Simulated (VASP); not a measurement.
Here is a VASP 6.6.1 calculation.

The input INCAR:

```
  PREC = Normal
  ENCUT = 520
  EDIFF = 1E-4
  ISMEAR = 0
  SIGMA = 0.15
  LREAL = Auto
  LASPH = True
  NELM = 60
  ALGO = Fast
  ISIF = 3
  LWAVE = False
  LCHARG = False
  GGA = PE
  IBRION = 2
  NSW = 24
  EDIFFG = -0.08
```

File KPOINTS:

```
Automatic mesh
0
Gamma
  3 3 3
```

File POSCAR:

```
Mg2CdO3
1.0
    2.8744103100     -4.7820675100      0.0000000000
    2.8744103100      4.7820675100      0.0000000000
   -2.2185046100      0.0000000000      5.3035059900
Mg Cd O
4 2 6
Direct
    0.5800000000      0.4200000000      0.7500000000
    0.4200000000      0.5800000000      0.2500000000
    0.7450000000      0.2550000000      0.2500000000
    0.2550000000      0.7450000000      0.7500000000
    0.9117000000      0.0883000000      0.7500000000
    0.0883000000      0.9117000000      0.2500000000
    0.1530000000      0.3070000000      0.5100000000
    0.6930000000      0.8470000000      0.9900000000
    0.8470000000      0.6930000000      0.4900000000
    0.3070000000      0.1530000000      0.0100000000
    0.5000000000      0.0000000000      0.5000000000
    0.0000000000      0.5000000000      0.0000000000
```

Potentials or basis: VASP PAW PBE potentials, release 64 (Mg, Cd, O).

The run is started by

```console
$ cat potpaw_PBE.64/Mg/POTCAR potpaw_PBE.64/Cd/POTCAR potpaw_PBE.64/O/POTCAR > POTCAR
$ mpirun -np 1 vasp_std > vasp.out
```

Q: What does it give for the space group after relaxing (to 0.05 Å)?

A: C2/c (No. 15).

Q: What does it give for the relaxed volume?

A: 11.07 Å³/atom.

Final structure:
```yaml
crystal:
  lattice:
    - [2.74421, -4.73497, 0.08202]
    - [2.74421, 4.73497, 0.08202]
    - [-1.96245, 0.00000, 5.05221]
  atoms:
    - { symbol: Mg, position: [0.58503, 0.41497, 0.75000] }
    - { symbol: Mg, position: [0.41497, 0.58503, 0.25000] }
    - { symbol: Mg, position: [0.74988, 0.25012, 0.25000] }
    - { symbol: Mg, position: [0.25012, 0.74988, 0.75000] }
    - { symbol: Cd, position: [0.92087, 0.07913, 0.75000] }
    - { symbol: Cd, position: [0.07913, 0.92087, 0.25000] }
    - { symbol: O, position: [0.18498, 0.37169, 0.49216] }
    - { symbol: O, position: [0.62831, 0.81502, 0.00784] }
    - { symbol: O, position: [0.81502, 0.62831, 0.50784] }
    - { symbol: O, position: [0.37169, 0.18498, 0.99216] }
    - { symbol: O, position: [0.50000, 0.00000, 0.50000] }
    - { symbol: O, position: [0.00000, 0.50000, 0.00000] }
```

Caveat: the k mesh is coarse (spacing up to 0.45 Å⁻¹), so the values aren't converged.
